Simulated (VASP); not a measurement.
VASP ran on this input.

**POSCAR**
```
VAs
1
    3.5360000000     0.0000000000     0.0000000000
    0.0000000000     3.5360000000     0.0000000000
    0.0000000000     0.0000000000     3.5360000000
V As
1 1
Direct
  0.0000000000   0.0000000000   0.0000000000
  0.5000000000   0.5000000000   0.5000000000
```

### KPOINTS
```
Automatic mesh
0
G
  9 9 9
0 0 0
```

### INCAR
```
# general
SYSTEM  = VAs
PREC    = Accurate
ENCUT   = 400
LREAL   = F   # projection in real space or not
LASPH   = T

# electronic loop
EDIFF   = 1E-6
NELM    = 100
ALGO    = Normal   # blocked Davidson
LMAXMIX = 4   # l cut-off of mixed one-centre charges
LMIXTAU = T

# smearing
ISMEAR  = 1
SIGMA   = 0.1

# functional
METAGGA = R2SCAN

# spin
ISPIN   = 2
MAGMOM  = 2.0 0.0

# ions
IBRION  = 2
NSW     = 60   # most ionic steps
ISIF    = 3
EDIFFG  = -0.01

# output
LWAVE   = F
LCHARG  = F
LORBIT  = 10
```

POTCAR, in this order: V_sv As (PBE.64 set). Program: vasp_std.

Translate this r2SCAN calculation to Ansatz.

One equivalent input (not run):
Ansatz 0.2 input:
```yaml
crystal:
  lattice:
    - [3.5360000, 0.0000000, 0.0000000]
    - [0.0000000, 3.5360000, 0.0000000]
    - [0.0000000, 0.0000000, 3.5360000]
  atoms:
    - { symbol: V, position: [0.0000000, 0.0000000, 0.0000000], spin: 2 }
    - { symbol: As, position: [0.5000000, 0.5000000, 0.5000000] }
kpoints:
  mp_grid: { grid: [9, 9, 9] }
hamiltonian:
  xc: r2scan
  pseudopotentials: { kind: paw }
magnetization: { spin_polarized: true }
scf:
  occupations: { method: methfessel_paxton, width: 0.1 }
  max_iter: 100
relax:
  max_steps: 60
  f_tol: 0.01
  cell: {}
output: { forces: true, stress: true, eigenvalues: true }
```
What does not carry over: each code has its own PAW files, so the cut-off isn't converted (ENCUT is set for VASP's; basis.ecutwfc is left out, and Ansatz then takes the one that its files recommend); Ansatz stops its SCF on the density residual and VASP on the energy change (EDIFF).

The structure was generated: VAs was put into the CsCl type type (Pm-3m), which need not be its known phase. This run relaxes it. Symmetry was kept, so distortions that lower it aren't found.
